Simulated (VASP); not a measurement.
OSZICAR of a VASP run on CoGa (CsCl type):

OSZICAR:
```
       N       E                     dE             d eps       ncg     rms          rms(c)
DAV:   1     0.947356851012E+02    0.94736E+02   -0.10331E+04  2655   0.241E+03
DAV:   2    -0.789192825450E+01   -0.10263E+03   -0.10023E+03  2590   0.344E+02
DAV:   3    -0.128011332374E+02   -0.49092E+01   -0.48886E+01  2940   0.802E+01
DAV:   4    -0.128752450974E+02   -0.74112E-01   -0.74100E-01  3402   0.930E+00
DAV:   5    -0.128771274073E+02   -0.18823E-02   -0.18823E-02  3105   0.130E+00    0.103E+01
DAV:   6    -0.149365753282E+02   -0.20594E+01   -0.33816E+01  2856   0.747E+01    0.153E+01
DAV:   7    -0.116181733364E+02    0.33184E+01   -0.14654E+01  2570   0.549E+01    0.131E+00
DAV:   8    -0.116157578679E+02    0.24155E-02   -0.35107E-01  2848   0.593E+00    0.776E-01
DAV:   9    -0.116061158590E+02    0.96420E-02   -0.30321E-02  3399   0.250E+00    0.196E-01
DAV:  10    -0.116055606464E+02    0.55521E-03   -0.87388E-04  3503   0.433E-01    0.828E-02
DAV:  11    -0.116055297521E+02    0.30894E-04   -0.11817E-04  3851   0.183E-01    0.197E-02
DAV:  12    -0.116055297554E+02   -0.33510E-08   -0.40881E-06  3502   0.315E-02    0.432E-03
DAV:  13    -0.116055297537E+02    0.17176E-08   -0.65402E-07  3197   0.121E-02
   1 F= -.11605530E+02 E0= -.11605612E+02  d E =0.247165E-03
```

Which electronic solver shows in the log?

It is blocked Davidson (ALGO = Normal, or the opening steps of other solvers). The INCAR had ALGO = Normal.

How was spin treated?

Without spin polarisation: there is no mag entry.

Can the final energy be trusted as converged?

The calculation finished and met its thresholds. It stopped with EDIFF = 1E-7, NELM = 100 (PBEsol GGA, plane waves, VASP's PBE PAW potentials (set 64)).

The compound is CoGa in the CsCl type structure. This cell was strained or had an atom moved on purpose. The run is not spin-polarised, so no magnetic state was tried.
